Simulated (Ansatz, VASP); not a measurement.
# Li2BeSi2: VASP beside Ansatz

One calculation is typed for both programs; each brings its own data sets. How far apart do they land? The cell is generated by rule, not measured, and may not be a known phase. Of the first pair: The two relaxations start from unlike cells of this crystal (the structure described is Ansatz's start), so only their ends are compared.

Calculated with Ansatz 0.2.0; plane waves, with VASP 6.6.1 beside it; relaxation of cell and atoms at PBEsol.

### Step 1. The starting structure

Symmetry: I4/mmm, No. 139, tetragonal system. Conventional cell: a = 3.603 Å, b = 3.603 Å, c = 8.622 Å, α = 90.00°, β = 90.00°, γ = 90.00°. Nearest to Be lie 8 Si at 2.72 Å and 8 Li at 2.81 Å. Nearest to Si lie 1 Si at 1.91 Å and 4 Li at 2.16 Å and 4 Be at 2.72 Å. Nearest to Li lie 4 Si at 2.16 Å and 4 Li at 2.55 Å and 4 Be at 2.81 Å. Farther neighbours are not listed.

### Step 2. Ansatz: relaxation of cell and atoms, PBEsol, pair 1

Ansatz runs on its default PAW (the set named soft_2) files.

The relaxed volume is the usual yardstick between codes: in a stiff, nearly cubic crystal its relative difference is about their pressure difference at one cell divided by the bulk modulus.

Input file input.yaml:

```yaml
crystal:
  lattice:
    - [-1.80166, 1.80166, 4.31082]
    - [1.80166, -1.80166, 4.31082]
    - [1.80166, 1.80166, -4.31082]
  atoms:
    - { symbol: Be, position: [0.0, 0.0, 0.0] }
    - { symbol: Si, position: [0.389, 0.389, 0.0] }
    - { symbol: Si, position: [0.611, 0.611, 0.0] }
    - { symbol: Li, position: [0.75, 0.25, 0.5] }
    - { symbol: Li, position: [0.25, 0.75, 0.5] }
kpoints:
  mp_grid: { grid: [8, 8, 8] }
hamiltonian:
  xc: pbesol
scf:
  occupations: { method: gaussian, width: 0.1 }
output:
  forces: true
  stress: true
  eigenvalues: true
relax:
  adjacent_minimum: "off"
  f_tol: 0.05
  max_steps: 80
  cell: { stress_tol: 0.5 }
```

Launch:

```bash
ansatz run input.yaml --threads 8 --pin off --max-ram 14336MiB --backend cpu --events-out ev --progress --plain --runs-dir out
```

Numbers of over 12 decimals in the logs are rounded to 6 here.

Log:

```text
The last accepted step is kept in <dir> (removed where the run ends without a failure and the disk answers)
Engine: ansatz 0.2.0, aarch64-unknown-linux-gnu
Pseudopotentials: kind: paw
Pseudopotential: Be, paw, valence charge 2, recommended cutoff 420 eV (normal), Be.paw.azcp
Pseudopotential: Si, paw, valence charge 4, recommended cutoff 420 eV (normal), Si.paw.azcp
Pseudopotential: Li, paw, valence charge 3, recommended cutoff 420 eV (normal), Li.paw.azcp
Functional definition: PBEsol
  exchange = pbesol_x
  correlation = pbesol_c
Crystal: 5 atoms, lattice volume = 55.971 Å³
Basis set: ecut = 420 eV, 1083 PW (Γ), exchange–correlation on 72×72×72 points (8 copies of the dense FFT grid, shifted against one another)
Bands: 13, of which v1, the nominal top of the filled ones, is band 8 counted from 1 (7 counted from 0)
Symmetry: 16 space group operations
Space group: I4/mmm (ITA 139), of the structure as read, at distance tolerance 3.8e-5 Å
k-points: 59 of 512
Non-local potential: Be, projectors of the file, l = 0: 2, l = 1: 2, l = 2: 1
Non-local potential: Si, projectors of the file, l = 0: 2, l = 1: 2, l = 2: 2
Non-local potential: Li, projectors of the file, l = 0: 3, l = 1: 2, l = 2: 1
PAW form: soft (Blöchl's): semilocal exchange-correlation on the pseudo side does not see the compensation charge
PAW frozen core: Be, regenerated for the run's functional, and the local potential with it (the file was generated under x = pbe(κ = 0.804, μ = 0.219515), c = pbe(β = 0.066725))
PAW frozen core: Si, regenerated for the run's functional, and the local potential with it (the file was generated under x = pbe(κ = 0.804, μ = 0.219515), c = pbe(β = 0.066725))
PAW one-centre angular grid: Be, 110 points (default); XC on 64 Gauss nodes
PAW one-centre angular grid: Si, 110 points (default); XC on 64 Gauss nodes
PAW one-centre angular grid: Li, 110 points (default); XC on 64 Gauss nodes
Initial density: superposition of atomic densities (neutral atoms: chi_scale 0, normalization atom), corrected by the library's trained network
Initial wavefunctions: pseudopotential atomic-orbital guess
Functional: x = pbesol(κ = 0.804, μ = 0.123457), c = pbesol(β = 0.046)
SCF iter   1: F=—  HF=-1734.479784 eV  |F-HF|=—  |Δ(HF+E_count)|=         —  Δρ=4.33e-3  dr2=2.10e-2  ethr=1.77e-3  ⟨swp⟩=5.4  Hψ=4909  notcnv=0
preconditioner: auto → Kerker (q_TF=auto, 2.214 Å⁻¹)  [metal: Δε(μ)=0.023 eV  Ē_g=8.083 eV  σ=0.100 eV  W_gap=0.13  n_scr=10 (ndim 8)  ℏωp=17.2 eV  f_vac=0.000  D(μ)=2.44/eV (n_scr^D=22)]
SCF iter   2: F=—  HF=-1734.475582 eV  |F-HF|=—  |Δ(HF+E_count)|=   4.20e-3  Δρ=2.42e-3  dr2=5.53e-3  ethr=1.31e-4  ⟨swp⟩=1.0  Hψ=1239  notcnv=0
SCF iter   3: F=—  HF=-1734.474036 eV  |F-HF|=—  |Δ(HF+E_count)|=   1.55e-3  Δρ=5.03e-4  dr2=3.26e-4  ethr=3.46e-5  ⟨swp⟩=2.1  Hψ=944  notcnv=0
SCF iter   4: F=—  HF=-1734.473944 eV  |F-HF|=—  |Δ(HF+E_count)|=   9.19e-5  Δρ=9.71e-5  dr2=1.01e-5  ethr=2.04e-6  ⟨swp⟩=2.5  Hψ=1022  notcnv=0
SCF iter   5: F=—  HF=-1734.473950 eV  |F-HF|=—  |Δ(HF+E_count)|=   6.18e-6  Δρ=2.40e-5  dr2=3.02e-7  ethr=6.30e-8  ⟨swp⟩=2.2  Hψ=1011  notcnv=0
SCF iter   6: F=-1734.473950 eV  HF=-1734.473950 eV  |F-HF|=1.24e-8  |Δ(HF+E_count)|=   6.63e-8  Δρ=4.68e-6  dr2=1.84e-8  ethr=6.25e-10  ⟨swp⟩=6.5  Hψ=3979  notcnv=0
SCF 1 converged in 6 iterations: F = -1734.473950 eV  dr2 = 1.84e-8
  greatest PAW one-centre occupation: 1.001 electrons in one spin orbital (limit 2), on the Li atom at site 4 (counted from 0), in its partial waves of l = 0
relax step   1: F+E_penalty+E_count = -1734.47395031 eV  Δ(F+E_penalty+E_count) = +0.000e0 eV  max|allowed force component| = 4.317e0 eV/Å  Δτ_max = 0.0000 Å  P = +35.340 GPa  Ω = 55.971 Å³  (6 SCF iters, dr2 threshold 1.00e-7 eV, accepted)
[...]
relax step  10: F+E_penalty+E_count = -1738.13496910 eV  Δ(F+E_penalty+E_count) = -6.551e-4 eV  max|allowed force component| = 1.050e-2 eV/Å  Δτ_max = 0.0016 Å  P = +0.042 GPa  Ω = 69.518 Å³  energy of the carried Pulay correction = -1.845e-3 eV  (3 SCF iters, dr2 threshold 5.00e-7 eV, accepted)
[...]
relax step  11: F+E_penalty+E_count = -1738.18818134 eV  Δ(F+E_penalty+E_count) = -5.321e-2 eV  max|allowed force component| = 7.889e-2 eV/Å  Δτ_max = 0.0000 Å  P = +0.495 GPa  Ω = 69.518 Å³  stress off target by 1.18e0 GPa  SCF on the basis re-selected at this cell (its energy is not comparable with the rows above)  (5 SCF iters)
[...]
relax step  12: F+E_penalty+E_count = -1738.19037337 eV  Δ(F+E_penalty+E_count) = -2.192e-3 eV  max|allowed force component| = 4.161e-3 eV/Å  Δτ_max = 0.0050 Å  P = +0.153 GPa  Ω = 69.839 Å³  energy of the carried Pulay correction = -4.350e-5 eV  (5 SCF iters, dr2 threshold 5.00e-7 eV, accepted)
[...]
relax step  13: F+E_penalty+E_count = -1738.19041820 eV  Δ(F+E_penalty+E_count) = -4.483e-5 eV  max|allowed force component| = 4.147e-3 eV/Å  Δτ_max = 0.0000 Å  P = +0.153 GPa  Ω = 69.839 Å³  stress off target by 2.28e-1 GPa  SCF on the basis re-selected at this cell (its energy is not comparable with the rows above)  (3 SCF iters)
basis re-selected at this cell: Δ(F+E_penalty+E_count) = -4.483e-5 eV, ΔP = +0.000 GPa vs the last step (what re-selecting the basis moved, of the pressure what is left beyond the Pulay correction that the steps carried, after the strain that the cell walked since its last selection, with what the two solves' SCF thresholds leave and, on support functions, any second-order correction that the steps lacked; it is no m [...]
SCF converged after 3 iterations
Free energy (F): -1738.190418 eV
Harris-Foulkes:  -1738.190418 eV  (|F-HF|=4.45e-9)
Internal energy: -1738.187000 eV  (E = F + TS)
E sigma→0 (E₀):  -1738.188709 eV
Entropy (-TS):   -0.003418 eV (-0.684 meV/atom)
Fermi energy:    5.931231 eV
--- Per-component energies (eV) ---
  E_band       = -141.780726
  E_kinetic    = 142.236335
  E_local      = -265.485913  (includes V_loc(G=0)·N_el)
  E_nonlocal   = -9.419654
  E_hartree    = 80.534238
  E_xc         = -149.494822
  E_vxc        = -141.098569  (∫ρ·V_xc dr)
  E_paw        = -1093.739138  (= ΣΔE_a)
  E_vpaw       = -29.081460  (= ΣTr[D̂ρ^β])
  E_aug_tail   = 0.000030  (compensation charges beyond the density's cutoff)
  E_ewald      = -442.890730
  E_core_change = 0.072653  (= ΣΔE_core)
  E_smearing   = -0.003418  (= −TS)
  E_closure    = -0.000000  (closes the sum)
  Σ components = -1738.190418   (vs F -1738.190418, Δ=0.00e0)
--- Forces (eV/Å), atoms counted from 1 ---
  atom   1  Be    -0.00000000    -0.00000000     0.00000000
  atom   2  Si     0.00000000     0.00000000    -0.00414709
  atom   3  Si     0.00000000     0.00000000     0.00414709
  atom   4  Li     0.00000000    -0.00000000     0.00000000
  atom   5  Li     0.00000000    -0.00000000     0.00000000
  max |Σ_I F_I| component: 6.94e-18 eV/Å
--- Stress (GPa, compression-positive) ---
        0.115332       0.000000       0.000000
        0.000000       0.115332       0.000000
        0.000000       0.000000       0.228200
  P = ⅓ Tr σ = 0.1530 GPa (1.530 kbar)
--- Band table (eV; the first three rows and the last of 59) ---
  k-point 0: bands = [... 4 lower, 1.4690, 5.5253, 5.5253, 7.7103, 7.7103, 8.0140, 8.3962, 9.5818, ... 1 higher]
  k-point 1: bands = [... 4 lower, 1.6610, 4.3285, 4.3352, 5.8635, 7.0826, 9.6843, 10.0330, 11.2987, ... 1 higher]
  k-point 2: bands = [... 4 lower, 2.1043, 2.7526, 3.0083, 4.3073, 6.0028, 8.6173, 10.7048, 10.8201, ... 1 higher]
  k-point 58: bands = [... 4 lower, 3.0284, 5.2311, 5.2311, 6.5315, 7.7293, 9.5391, 9.5391, 9.8651, ... 1 higher]
--- Relaxed structure (11 steps of the walk, 11 accepted, 2 SCFs on fresh bases) ---
  F+E_penalty+E_count = -1738.19041820 eV   max|allowed force component| = 4.147e-3 eV/Å   (the final SCF, on the basis selected at the relaxed cell)
  cell:  # Å, volume = 69.8394 Å³
    - [-1.721521, 1.721521, 5.891370]
    - [1.721521, -1.721521, 5.891370]
    - [1.721521, 1.721521, -5.891370]
  atoms:
    - { symbol: Be, position: [1.810851680630516e-19, 1.8108516806305182e-19, 0] }
    - { symbol: Si, position: [0.407296, 0.407296, 0] }
    - { symbol: Si, position: [0.592704, 0.592704, 0] }
    - { symbol: Li, position: [0.750000, 0.25, 0.500000] }
    - { symbol: Li, position: [0.25, 0.750000, 0.500000] }
```

Reading the cycles: dr2 is the Hartree energy of the density residual (eV), the measure of convergence; HF is the Harris–Foulkes estimate of the energy, which meets the free energy F at convergence.

### Step 3. VASP: relaxation of cell and atoms, PBEsol, pair 1

Its own start cell and the same functional, mesh and smearing now go to VASP, with its own data sets.

Lines of VASP's logs that name or quote its potential files are left out, and so is its time.

Input file INCAR:

```
SYSTEM = Li2BeSi2
PREC = Accurate
ENCUT = 750
EDIFF = 1E-07
NELM = 120
ISMEAR = 0
SIGMA = 0.1
LREAL = .FALSE.
ALGO = Normal
GGA = PS
NBANDS = 14
LORBIT = 11
LWAVE = .FALSE.
LCHARG = .FALSE.
ISIF = 3
IBRION = 2
NSW = 80
EDIFFG = -0.005
LASPH = .TRUE.
GGA_COMPAT = .FALSE.
NELMIN = 4
KPAR = 2
```

Input file POSCAR:

```
Li2BeSi2
1.0
   -1.7238622365      1.7238622365      5.8843405506
    1.7238622365     -1.7238622365      5.8843405506
    1.7238622365      1.7238622365     -5.8843405506
Be Si Li
1 2 2
Direct
    0.0000000000      0.0000000000      0.0000000000
    0.4072155675      0.4072155675      0.0000000000
    0.5927844325      0.5927844325      0.0000000000
    0.7500000000      0.2500000000      0.5000000000
    0.2500000000      0.7500000000      0.5000000000
```

Input file KPOINTS:

```
Automatic mesh
0
Gamma
8 8 8
0 0 0
```

The projector-augmented-wave data sets are Be, Si and Li_sv (PBE family, release 64).

Launch:

```bash
mpirun -np 2 vasp_std
```

Log:

```text
[banner, memory and clock lines left out]
running    2 mpi-ranks, on    1 nodes
 distrk:  each k-point on    1 cores,    2 groups
 distr:  one band on    1 cores,    1 groups

 POSCAR found type information on POSCAR BeSiLi
 POSCAR found :  3 types and       5 ions
|                                                                             |
|               ----> ADVICE to this user running VASP <----                  |
|                                                                             |
|     You enforced a specific xc type in the INCAR file but a different       |
|     [... a line on the potential file left out ...]
|     I HOPE YOU KNOW WHAT YOU ARE DOING!                                     |
|                                                                             |

 LDA part: xc-table for (Slater+PW92), standard interpolation
 POSCAR, INCAR and KPOINTS ok, starting setup
 FFT: planning ... GRIDC
 FFT: planning ... GRID_SOFT
 FFT: planning ... GRID
 WAVECAR not read
 entering main loop
       N       E                     dE             d eps       ncg     rms          rms(c)
DAV:   1     0.577557312493E+02    0.57756E+02   -0.84551E+03  1652   0.142E+03
DAV:   2    -0.101393184399E+02   -0.67895E+02   -0.63822E+02  1964   0.252E+02
DAV:   3    -0.183194778375E+02   -0.81802E+01   -0.80615E+01  3226   0.559E+01
DAV:   4    -0.186031727818E+02   -0.28369E+00   -0.28309E+00  2056   0.127E+01
DAV:   5    -0.186182317312E+02   -0.15059E-01   -0.15054E-01  2738   0.226E+00    0.464E+00
DAV:   6    -0.183353915291E+02    0.28284E+00   -0.32075E-01  1880   0.289E+00    0.267E+00
DAV:   7    -0.182937277274E+02    0.41664E-01   -0.10501E-01  2288   0.170E+00    0.859E-01
DAV:   8    -0.182899114311E+02    0.38163E-02   -0.10015E-02  2002   0.634E-01    0.170E-01
DAV:   9    -0.182898101684E+02    0.10126E-03   -0.12656E-03  2624   0.245E-01    0.838E-02
DAV:  10    -0.182898158750E+02   -0.57066E-05   -0.85555E-05  2148   0.671E-02    0.172E-02
DAV:  11    -0.182898143642E+02    0.15108E-05   -0.12027E-05  2236   0.262E-02    0.422E-03
DAV:  12    -0.182898141615E+02    0.20265E-06   -0.18175E-06  2218   0.891E-03    0.285E-03
DAV:  13    -0.182898140189E+02    0.14261E-06   -0.30718E-07  1994   0.365E-03    0.440E-04
DAV:  14    -0.182898140203E+02   -0.13918E-08   -0.10367E-08  1204   0.976E-04
   1 F= -.18289814E+02 E0= -.18288121E+02  d E =-.182898E+02
[...]
2 F= -.18289966E+02 E0= -.18288187E+02  d E =-.151683E-03
[...]
3 F= -.18290006E+02 E0= -.18288256E+02  d E =-.191987E-03
 curvature:  -0.34 expect dE=-0.602E-04 dE for cont linesearch -0.828E-08
 trial: gam= 0.30218 g(F)=  0.168E-03 g(S)=  0.612E-05 ort = 0.368E-05 (trialstep = 0.937E+00)
 search vector abs. value=  0.228E-03
 bond charge predicted
       N       E                     dE             d eps       ncg     rms          rms(c)
DAV:   1    -0.182901226263E+02   -0.11663E-03   -0.27615E-03  1688   0.411E-01    0.308E-02
DAV:   2    -0.182900983864E+02    0.24240E-04   -0.16043E-04  2184   0.984E-02    0.164E-02
DAV:   3    -0.182900968634E+02    0.15230E-05   -0.15170E-05  2136   0.265E-02    0.815E-03
DAV:   4    -0.182900968728E+02   -0.94226E-08   -0.24380E-06  2082   0.123E-02    0.356E-03
DAV:   5    -0.182900967986E+02    0.74171E-07   -0.22072E-07  1962   0.358E-03
   4 F= -.18290097E+02 E0= -.18288367E+02  d E =-.907913E-04
 trial-energy change:   -0.000091  1 .order   -0.000090   -0.000164   -0.000015
 step:   1.0259(harm=  1.0302)  dis= 0.00190  next Energy=   -18.290098 (dE=-0.915E-04)
 reached required accuracy - stopping structural energy minimisation
```

OUTCAR, selected parts (step 3):

```text
ion  position               nearest neighbor table
   1  0.000  0.000  0.000-   3 2.67   3 2.67   3 2.67   2 2.67   3 2.67   2 2.67   2 2.67   2 2.67

  LATTYP: Found a body centered tetragonal cell.
 ALAT       =     3.4477244730
 C/A-ratio  =     3.4134633418

 Subroutine GETGRP returns: Found 16 space group operations
 (whereof 16 operations were pure point group operations)

The static configuration has the point symmetry D_4h.

 Found     59 irreducible k-points:

   k-points           NKPTS =     59   k-points in BZ     NKDIM =     59   number of bands    NBANDS=     14

   dimension x,y,z NGX =    60 NGY =   60 NGZ =   60
   dimension x,y,z NGXF=   120 NGYF=  120 NGZF=  120

   ENCUT  =  750.0 eV  55.12 Ry    7.42 a.u.  14.22 14.22 14.22*2*pi/ulx,y,z

   NELECT =      16.0000    total number of electrons

 k-points in reciprocal lattice and weights: Automatic mesh
   0.00000000  0.00000000  0.00000000       0.002
   0.12500000  0.00000000  0.00000000       0.016
   0.25000000  0.00000000  0.00000000       0.016
   0.37500000  0.00000000 -0.00000000       0.016
   0.50000000  0.00000000  0.00000000       0.008
   0.12500000  0.12500000  0.00000000       0.016
   0.25000000  0.12500000 -0.00000000       0.031
   0.37500000  0.12500000 -0.00000000       0.031
   0.50000000  0.12500000  0.00000000       0.031
[...]
-0.37500000 -0.37500000  0.37500000       0.004
   0.50000000  0.50000000  0.50000000       0.002

 average (electrostatic) potential at core
       1 -35.2330       2 -83.7126       3 -83.7126       4 -59.7443       5 -59.7443

 E-fermi :   5.3255

 k-point     1 :       0.0000    0.0000    0.0000
  band No.  band energies     occupation
    ...
      3      -5.8017      2.00000
      4      -2.0703      2.00000
      5       0.8683      2.00000
      6       4.9218      2.00000
      7       4.9218      2.00000
      8       7.0992      0.00000
      9       7.0992      0.00000
     10       7.4097      0.00000
     11       7.7854      0.00000
     12       8.9754      0.00000
    ...

 k-point     2 :       0.1250    0.0000    0.0000
  band No.  band energies     occupation
    ...
      3      -5.6522      2.00000
      4      -1.9355      2.00000
      5       1.0184      2.00000
      6       3.5641      2.00000
      7       5.0760      1.99958
      8       5.6079      0.00007
      9       7.3018      0.00000
     10       7.9393      0.00000
     11       8.6627      0.00000
     12      10.1634      0.00000
    ...

 k-point     3 :       0.2500    0.0000    0.0000
  band No.  band energies     occupation
    ...
      3      -5.2274      2.00000
      4      -1.5546      2.00000
      5       1.2617      2.00000
      6       1.8167      2.00000
      7       3.9153      2.00000
      8       5.5319      0.00352
      9       7.8824      0.00000
     10       8.2384      0.00000
     11       8.6594      0.00000
     12       9.8286      0.00000
    ...

  Total       -0.0145014     -0.0145014      0.0016417      0.0000000      0.0000000     -0.0000000
  in kB       -0.3315125     -0.3315125      0.0375302      0.0000000      0.0000000     -0.0000000
  external PRESSURE =      -0.2084983 kB  Pullay stress =       0.0000000 kB

  energy-cutoff  :      750.00
  volume of cell :       70.08
      direct lattice vectors                 reciprocal lattice vectors
    -1.723495033  1.723495033  5.898503655     0.000000000  0.290108176  0.084767261
     1.723495033 -1.723495033  5.898503655     0.290108176  0.000000000  0.084767261
     1.723495033  1.723495033 -5.898503655     0.290108176  0.290108176  0.000000000

 POSITION                                       TOTAL-FORCE (eV/Angst)
 -----------------------------------------------------------------------------------
      1.72350      1.72350     -5.89850         0.000000      0.000000      0.000000
      1.72350      1.72350     -1.09320        -0.000000     -0.000000      0.002777
      0.00000      0.00000      6.99170         0.000000      0.000000     -0.002777
      0.00000      1.72350      2.94925         0.000000      0.000000      0.000000
      1.72350      0.00000      2.94925         0.000000      0.000000      0.000000
 -----------------------------------------------------------------------------------
    total drift:                               -0.000000      0.000000      0.000000

  FREE ENERGIE OF THE ION-ELECTRON SYSTEM (eV)
  ---------------------------------------------------
  free  energy   TOTEN  =       -18.2900967986 eV

  energy  without entropy=      -18.2866367473  energy(sigma->0) =      -18.28836677

 reached required accuracy - stopping structural energy minimisation

 total charge
# of ion       s       p       d       tot
------------------------------------------
    1        0.359   0.416   0.000   0.775
    2        0.793   0.873   0.000   1.667
    3        0.793   0.873   0.000   1.667
    4        2.036   0.097   0.000   2.133
    5        2.036   0.097   0.000   2.133
--------------------------------------------------
tot          6.018   2.357   0.000   8.375

[... 3 further parts left out ...]
```

CONTCAR:

```
Li2BeSi2
   1.00000000000000
    -1.7234950334903458    1.7234950334903458    5.8985036554037533
     1.7234950334903458   -1.7234950334903458    5.8985036554037533
     1.7234950334903458    1.7234950334903458   -5.8985036554037533
  Be              Si              Li
     1     2     2
Direct
     0.0000000000000000    0.0000000000000000    1.0000000000000000
     0.4073325139936695    0.4073325139936695    1.0000000000000000
     0.5926674860063306    0.5926674860063306    0.0000000000000000
     0.7500000000000000    0.2500000000000000    0.5000000000000000
     0.2500000000000000    0.7500000000000000    0.5000000000000000
```

The run keeps the 16 symmetry operations of its start, so it cannot find a distortion of lower symmetry.

### Step 4. Comparison

Known differences besides the potentials themselves: the cutoff is 420 eV in Ansatz and 750 eV in VASP; Ansatz makes its cores anew for this functional, VASP keeps those of its PBE data sets; Ansatz adds a Pulay correction to the stress that steers its cell, VASP none. Total energies have different zeros and are not compared.

Compared:

| quantity | Ansatz | VASP | difference |
| --- | --- | --- | --- |
| volume (Å³) | 69.84 | 70.08 | -0.35 % |
| edge a after relaxation, in the typed setting (Å) | 6.375 | 6.382 | -0.12 % |

[end of part 1 of 2]

[Lines on the potential files, build, host, timing and source positions are cut from VASP's logs without a mark.]

[Logs are printed without paths, hosts, clocks, repeated set-up lines and the standing remarks that a program may print on its own settings, such as how far it seeks lower states.]

[Hosts, paths, dates, database ids (printed as entryN), source tags and the programs' standing remarks are cut or masked in the printed files.]
